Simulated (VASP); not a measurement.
Data:

```
CELL_PARAMETERS angstrom
     -2.96438     2.96438     1.61323
      2.96438    -2.96438     1.61323
      2.96438     2.96438    -1.61323
ATOMIC_POSITIONS crystal
  Sn 0.25000 0.75000 0.50000
  Sn 0.00000 0.00000 0.00000
```

All values below come from PBE GGA, VASP's PBE PAW potentials (set 64) (plane waves; VASP 6.6.1). Numerical set-up: 480 eV cut-off, 12×12×12 Γ-centred mesh, first-order Methfessel-Paxton smearing of 0.10 eV, potentials Sn.

Unless said otherwise, spin-orbit coupling is left out, though it shifts the bands of the heavy elements here.

Q: Predict the energy per atom (σ→0), band gap (on the k-mesh) with the smallest direct gap where there is one.

A: 
```json
{
 "band gap (on the k-mesh)": "none (metal, semimetal or under 0.01 eV)",
 "energy per atom (σ→0)": "-3796 meV/atom"
}
```

Only differences to runs with the same potentials and settings are physical.

The compound is Sn in the beta structure. It was relaxed first. The start is the result of an earlier pass.
